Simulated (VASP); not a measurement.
Given:

```yaml
crystal:
  lattice:
    - [4.04573, 0.00000, 0.00000]
    - [0.00000, 4.04573, 0.00000]
    - [0.00000, 0.00000, 4.04573]
  atoms:
    - { symbol: Tl, position: [0.00000, 0.00000, 0.00000] }
    - { symbol: Br, position: [0.50000, 0.50000, 0.50000] }
```

All values below come from PBE GGA with spin-orbit coupling, VASP's PBE PAW potentials (set 64) (plane waves; VASP 6.6.1). Run with 400 eV cut-off, 6×6×6 Γ-centred mesh, Gaussian smearing of 0.050 eV, potentials Tl_d Br.

Question: Give the energies of bands 13 to 26 at the high-symmetry points, in eV from the valence-band maximum.

Answer: 
| band | Γ | X | M | R |
|---|---|---|---|---|
| 13 | -4.55 | -5.28 | -3.68 | -2.79 |
| 14 | -4.55 | -5.28 | -3.68 | -2.79 |
| 15 | -1.51 | -0.92 | -2.72 | -1.98 |
| 16 | -1.51 | -0.92 | -2.72 | -1.98 |
| 17 | -0.97 | -0.53 | -2.62 | -1.61 |
| 18 | -0.97 | -0.53 | -2.62 | -1.61 |
| 19 | -0.97 | 0.00 | -0.60 | -1.61 |
| 20 | -0.97 | 0.00 | -0.60 | -1.61 |
| 21 | 5.67 | 1.82 | 4.25 | 1.54 |
| 22 | 5.67 | 1.82 | 4.25 | 1.54 |
| 23 | 7.12 | 5.23 | 5.06 | 2.62 |
| 24 | 7.12 | 5.23 | 5.06 | 2.62 |
| 25 | 7.12 | 6.20 | 7.31 | 2.62 |
| 26 | 7.12 | 6.20 | 7.31 | 2.62 |

The gap is indirect, 1.54 eV, from the valence maximum at X to the conduction minimum at R.

The compound is TlBr in the CsCl type structure. It was relaxed first.
